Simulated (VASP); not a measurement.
Method: PBE GGA, VASP's PBE PAW potentials (set 64) (plane waves; VASP).

A VASP calculation is set up with these files.

### KPOINTS
```
Automatic mesh
0
Gamma
5 5 4
0 0 0
```

**INCAR**
```
SYSTEM=PbO
PREC=Accurate; ENCUT=520; LREAL=F
LASPH=T
EDIFF=1E-6; NELM=100; ALGO=Normal
LMAXMIX=4
ISMEAR=0; SIGMA=0.05
GGA=PE
ISIF=2
LWAVE=F; LCHARG=F
```

POSCAR:
```
PbO
1
    4.0596000000     0.0000000000     0.0000000000
    0.0000000000     4.0596000000     0.0000000000
    0.0000000000     0.0000000000     5.1204000000
Pb O
2 2
Direct
  0.5000000000   0.0000000000   0.7650000000
  0.0000000000   0.5000000000   0.2350000000
  0.5000000000   0.5000000000   0.0000000000
  0.0000000000   0.0000000000   0.0000000000
```

POTCAR, in this order: Pb_d O (PBE.64 set). Program: vasp_std.

The resulting files:

### OUTCAR
```
 ion  position               nearest neighbor table
   1  0.500  0.000  0.765-   3 2.36   4 2.36   3 2.36   4 2.36   2 3.75   2 3.75   2 3.75   2 3.75
                             2 3.95   2 3.95   2 3.95   2 3.95
   2  0.000  0.500  0.235-   3 2.36   4 2.36   4 2.36   3 2.36   1 3.75   1 3.75   1 3.75   1 3.75
                             1 3.95   1 3.95   1 3.95   1 3.95
   3  0.500  0.500  0.000-   1 2.36   2 2.36   1 2.36   2 2.36
   4  0.000  0.000  0.000-   1 2.36   2 2.36   2 2.36   1 2.36
  LATTYP: Found a simple tetragonal cell.
 ALAT       =     4.0596000000
 C/A-ratio  =     1.2613065327
 Subroutine PRICEL returns:
 Original cell was already a primitive cell.
 Subroutine GETGRP returns: Found 16 space group operations
The static configuration has the point symmetry D_2d.
 The point group associated with its full space group is D_4h.
The dynamic configuration has the point symmetry D_2d.
 Subroutine INISYM returns: Found 16 space group operations
 Subroutine IBZKPT returns following result:
 Found     18 irreducible k-points:

 Following reciprocal coordinates:
            Coordinates               Weight
  0.000000  0.000000  0.000000      1.000000
  0.200000  0.000000  0.000000      4.000000
  0.400000  0.000000  0.000000      4.000000
...
```

File OSZICAR:
```
       N       E                     dE             d eps       ncg     rms          rms(c)
DAV:   1     0.449120767215E+03    0.44912E+03   -0.20118E+04   864   0.196E+03
DAV:   2     0.348376956121E+02   -0.41428E+03   -0.40622E+03   904   0.493E+02
DAV:   3    -0.244986764396E+02   -0.59336E+02   -0.58181E+02  1216   0.193E+02
DAV:   4    -0.262374532423E+02   -0.17388E+01   -0.17380E+01   928   0.387E+01
DAV:   5    -0.263005426866E+02   -0.63089E-01   -0.63079E-01  1264   0.705E+00    0.125E+01
DAV:   6    -0.217497791356E+02    0.45508E+01   -0.38540E+01  1392   0.453E+01    0.585E+00
DAV:   7    -0.215132810678E+02    0.23650E+00   -0.38263E+00  1144   0.147E+01    0.258E+00
DAV:   8    -0.215172622228E+02   -0.39812E-02   -0.90434E-01  1168   0.675E+00    0.133E+00
DAV:   9    -0.214846803815E+02    0.32582E-01   -0.18098E-01  1360   0.355E+00    0.312E-01
DAV:  10    -0.214867416425E+02   -0.20613E-02   -0.19602E-02   944   0.846E-01    0.620E-02
DAV:  11    -0.214869078107E+02   -0.16617E-03   -0.22811E-03  1488   0.357E-01    0.923E-02
DAV:  12    -0.214868049035E+02    0.10291E-03   -0.40151E-04  1304   0.222E-01    0.361E-02
DAV:  13    -0.214867975965E+02    0.73071E-05   -0.12687E-04  1200   0.824E-02    0.758E-03
DAV:  14    -0.214867973105E+02    0.28601E-06   -0.16274E-05  1296   0.473E-02    0.439E-03
DAV:  15    -0.214867963771E+02    0.93335E-06   -0.25102E-06   736   0.224E-02
   1 F= -.21486796E+02 E0= -.21486796E+02  d E =-.329106E-11
```

File OUTCAR:
```
------------------------ aborting loop because EDIFF is reached ----------------------------------------
  FORCE on cell =-STRESS in cart. coord.  units (eV):
  Direction    XX          YY          ZZ          XY          YZ          ZX
  --------------------------------------------------------------------------------------
  Total       -0.0880812     -0.0880812     -0.1029328      0.0000000      0.0000000      0.0000000
  in kB       -1.6723355     -1.6723355     -1.9543121      0.0000000      0.0000000      0.0000000
  external PRESSURE =      -1.7663277 kB  Pullay stress =       0.0000000 kB
  volume of cell :       84.39
      direct lattice vectors                 reciprocal lattice vectors
     4.059600000  0.000000000  0.000000000     0.246329688  0.000000000  0.000000000
     0.000000000  4.059600000  0.000000000     0.000000000  0.246329688  0.000000000
     0.000000000  0.000000000  5.120400000     0.000000000  0.000000000  0.195297242
 POSITION                                       TOTAL-FORCE (eV/Angst)
 -----------------------------------------------------------------------------------
      2.02980      0.00000      3.91711         0.000000      0.000000      0.299512
      0.00000      2.02980      1.20329        -0.000000      0.000000     -0.299512
      2.02980      2.02980      0.00000        -0.000000      0.000000      0.000000
      0.00000      0.00000      0.00000        -0.000000     -0.000000      0.000000
 -----------------------------------------------------------------------------------
    total drift:                                0.000000      0.000000      0.000000
  FREE ENERGIE OF THE ION-ELECTRON SYSTEM (eV)
  ---------------------------------------------------
  free  energy   TOTEN  =       -21.4867963771 eV

  energy  without entropy=      -21.4867963771  energy(sigma->0) =      -21.48679638
```
(Selected blocks of OUTCAR.)

**OUTCAR**
```
 val. band max:        4.4313976050   @ k =   0.0000   0.0000   0.0000

 cond. band min:       6.2219899936   @ k =   0.4000   0.4000   0.0000


 Fermi energy:         4.6450957248

 k-point     1 :       0.0000    0.0000    0.0000
  band No.  band energies     occupation
      1     -13.4149      2.00000
      2     -13.0314      2.00000
      3     -11.4599      2.00000
      4     -11.4599      2.00000
      5     -11.4142      2.00000
      6     -11.3852      2.00000
      7     -11.3321      2.00000
      8     -11.2765      2.00000
      9     -11.2759      2.00000
     10     -11.2759      2.00000
     11     -11.2491      2.00000
     12      -9.9762      2.00000
     13      -2.5085      2.00000
     14      -2.0861      2.00000
     15       0.5740      2.00000
     16       0.5740      2.00000
     17       2.9930      2.00000
     18       3.0412      2.00000
     19       3.0412      2.00000
     20       4.4314      2.00000
     21       6.6930      0.00000
     22       9.8109      0.00000
     23       9.9900      0.00000
     24       9.9900      0.00000

 k-point     2 :       0.2000    0.0000    0.0000
  band No.  band energies     occupation
      1     -13.3522      2.00000
      2     -13.0501      2.00000
      3     -11.4449      2.00000
      4     -11.4400      2.00000
      5     -11.3920      2.00000
      6     -11.3662      2.00000
      7     -11.3424      2.00000
      8     -11.2957      2.00000
      9     -11.2824      2.00000
     10     -11.2620      2.00000
     11     -11.1617      2.00000
     12     -10.0788      2.00000
     13      -2.6407      2.00000
     14      -2.1167      2.00000
     15       0.7151      2.00000
     16       0.7971      2.00000
     17       2.4107      2.00000
     18       2.7899      2.00000
     19       2.8940      2.00000
     20       4.3799      2.00000
     21       7.5725      0.00000
     22       8.3420      0.00000
     23       9.9436      0.00000
     24      10.1823      0.00000
...
```

Unless said otherwise, spin-orbit coupling is left out, though it shifts the bands of the heavy elements here.

The compound is PbO in the litharge structure. The cell was not relaxed at this level.
